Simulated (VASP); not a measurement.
Input:

```
KZnF3
1.0
    4.18860     0.00000     0.00000
    0.00000     4.18860     0.00000
    0.00000     0.00000     4.18860
K Zn F
1 1 3
Direct
  0.00000   0.00000   0.00000
  0.50000   0.50000   0.50000
  0.50000   0.00000   0.50000
  0.00000   0.50000   0.50000
  0.50000   0.50000   0.00000
```

Level of theory: PBE GGA with D4 dispersion, VASP's PBE PAW potentials (set 64) (plane waves; VASP 6.6.1). Settings: 520 eV cut-off, 6×6×6 Γ-centred mesh, Gaussian smearing of 0.050 eV, potentials K_sv Zn F.

Question: Give the stress tensor in GPa (positive for a compressed cell).

Answer: 
```
-3.64   0.00   0.00
 0.00  -3.64   0.00
 0.00   0.00  -3.64
```
The pressure is its mean diagonal, -3.64 GPa.

The compound is KZnF3 in the cubic perovskite structure. This cell is one point of a volume scan, at 1.06 of the reference volume.
